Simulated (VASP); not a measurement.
Runs of VASP 6.6.1 on ZnCu. It takes space group Pm-3m (No. 221, cubic). The conventional cell has a = 2.945 Å, b = 2.945 Å, c = 2.945 Å, α = 90.00°, β = 90.00°, γ = 90.00°. Around Zn (site symmetry m-3m) lie 8 Cu at 2.55 Å. Cu (site symmetry m-3m) is surrounded by 8 Zn at 2.55 Å. 

```tsv
task	cell	k mesh	cutoff (eV)	smearing	gap on the mesh (eV)	pressure (GPa)
relaxation of cell and atoms	relaxed	14 × 14 × 14	600	gaussian 0.1 eV	none	0.0
single point	Pm-3m, 13.0 Å³/atom	14 × 14 × 14	520	gaussian 0.1 eV	none	0.6
single point	Pm-3m, 13.0 Å³/atom	16 × 16 × 16	520	gaussian 0.15 eV	none	0.7
single point	Pm-3m, 12.77 Å³/atom	6 × 6 × 6	520	gaussian 0.1 eV	none	(a)
```

Alike in all rows: level PBE; potentials or basis VASP PAW PBE potentials, release 64 (Zn, Cu); no spin polarisation.

Problem. Estimate the missing entries.

Solution. (a) 3.7.

A gap of «none» marks a metal or a gap under the smearing width.
